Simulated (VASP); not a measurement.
Input of a VASP 6.6.1 run:

The input INCAR:

```
SYSTEM = W
ALGO = Fast
EDIFF = 1E-7
ENCUT = 300
GGA = PE
ISIF = 2
ISMEAR = 0
LASPH = .True.
LCHARG = .False.
LREAL = .False.
LWAVE = .False.
NBANDS = 13
NELM = 100
PREC = Accurate
SIGMA = 0.1
```

File KPOINTS:

```
k-points
0
Gamma
  14 14 14
  0 0 0
```

POSCAR

```
W
1.0
   -1.5823450000      1.5823450000      1.5823450000
    1.5823450000     -1.5823450000      1.5823450000
    1.5823450000      1.5823450000     -1.5823450000
W
1
Direct
    0.0000000000      0.0000000000      0.0000000000
```

Potentials or basis: VASP PAW PBE potentials, release 64 (W_sv).

The run is started by

```console
$ cat potpaw_PBE.64/W_sv/POTCAR > POTCAR
$ mpirun -np 1 vasp_std > vasp.out
```

Problem. Estimate the band gap on the k mesh.

Solution. None (metal or under the smearing width).

Problem. Estimate the pressure.

Solution. 5.7 GPa.

The run has no spin-orbit coupling, so splittings on W are missing.
